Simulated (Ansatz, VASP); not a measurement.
## One calculation of Cu2B, two programs

```xyz
6
Lattice="0.0000 3.2835 3.2835 3.2835 0.0000 3.2835 3.2835 3.2835 0.0000" Properties=species:S:1:pos:R:3 pbc="T T T"
Cu    0.8209    0.8209    0.8209
Cu    0.8209    2.4626    2.4626
Cu    2.4626    2.4626    0.8209
Cu    2.4626    0.8209    2.4626
B     3.2835    3.2835    3.2835
B     4.9252    4.9252    4.9252
```

The cell was built by a generator and needn't be a form met in nature.

Alike in both runs: task single point; functional PBEsol; k mesh 5 × 5 × 5; occupations fermi-dirac, width 0.05 eV; no spin polarisation; Hubbard terms Cu d U = 6 eV.

|  | VASP | Ansatz |
| --- | --- | --- |
| version | VASP 6.6.1 | Ansatz 0.2.0 |
| potentials or method | VASP PAW PBE potentials, release 64 (Cu, B) | Ansatz PAW |
| plane-wave cutoff (eV) | 520 | 420 |
| valence electrons in the cell | 50 | 82 |

|  | VASP | Ansatz | Ansatz less VASP |
| --- | --- | --- | --- |
| gap on the k mesh at the Fermi level (eV) | none | none | - |
| pressure (GPa) | -10.2 | -3.9 | +6.33 |

The programs project onto different local orbitals, so the same U acts differently. A gap of «none» marks a metal or a gap that the smearing closes. The two sets of potentials don't hold the same shells in valence.

Caveats: U without spin polarisation on a metal has little footing; the U is typed as a test and isn't derived for this compound; the PAW data sets were made with another functional, which shifts forces and pressure a little (VASP); the PAW data sets come from PBE, with cores solved anew for the run's functional, which leaves a small shift of forces and pressure (Ansatz).
